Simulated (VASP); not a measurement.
**Se (relaxed from the layer:graphite structure): computed properties**

Computed with r2SCAN meta-GGA, VASP's PBE PAW potentials (set 64) (plane waves; VASP 6.6.1).

| Property | Value |
|---|---|
| space group | P6/mmm (191) |
| cell | a = 4.405 Å, b = 4.405 Å, c = 14.249 Å, α = 90.00°, β = 90.00°, γ = 120.00° |
| band gap (over mesh and band path) | none (metal, semimetal or under 0.01 eV) |

```
Se
1.0
    4.40492     0.00000     0.00000
   -2.20246     3.81477     0.00000
    0.00000     0.00000    14.24911
Se
2
Direct
  0.00000   0.00000   0.50000
  0.66667   0.33333   0.50000
```

The cell holds vacuum, so volume and density refer to the whole cell. The cell holds a wide vacuum, so values per volume refer to the whole cell.

The cell is a sheet with vacuum, built from a generated structure.
